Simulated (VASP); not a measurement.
Write the native input for VASP 6.6.1 that does the following.

```
Task                   : single point
Functional             : PBE
Potentials or basis    : VASP PAW PBE potentials, release 64 (Be, Zn, F)
Cutoff                 : 520 eV
k mesh                 : 6 × 6 × 6
Occupations            : gaussian, width 0.02 eV
Spin                   : no spin polarisation
Dipole correction      : no
Further INCAR settings : ALGO = Normal; EDIFF = 1e-06; NBANDS = 30
```

The structure of BeZnF4 lies in POSCAR:

```
BeZnF4
1.0
    0.0000000000      4.0138233875      4.0138233875
    4.0138233875      0.0000000000      4.0138233875
    4.0138233875      4.0138233875      0.0000000000
Be Zn F
1 1 4
Direct
    0.7500000000      0.7500000000      0.7500000000
    0.5000000000      0.5000000000      0.5000000000
    0.6376764926      0.6376764926      0.6376764926
    0.6376764926      0.6376764926      0.0869705221
    0.6376764926      0.0869705221      0.6376764926
    0.0869705221      0.6376764926      0.6376764926
```

The cell was built by a generator and needn't be a form met in nature.

These files were run (other wordings do the same):

INCAR

```
PREC = Accurate
ENCUT = 520
EDIFF = 1E-6
ISMEAR = 0
SIGMA = 0.02
LREAL = F
LASPH = T
NELM = 100
ALGO = Normal
ISIF = 2
LWAVE = F
LCHARG = F
GGA = PE
NBANDS = 30
```

KPOINTS

```
regular mesh
0
Gamma
  6 6 6
```

Potentials or basis: VASP PAW PBE potentials, release 64 (Be, Zn, F).

Command:

```sh
$ cat potpaw_PBE.64/Be/POTCAR potpaw_PBE.64/Zn/POTCAR potpaw_PBE.64/F/POTCAR > POTCAR
$ mpirun -np 1 vasp_std > vasp.out
```

It gave:

The pressure is 0.2 GPa and the largest force is 0.057 eV/Å. The band gap on the k mesh is 5.85 eV, indirect (least direct gap 5.91 eV).

It took 47 s on 1 thread of Intel(R) Xeon(R) 6975P-C (Granite Rapids) (shared host), peak memory 0.27 GiB.
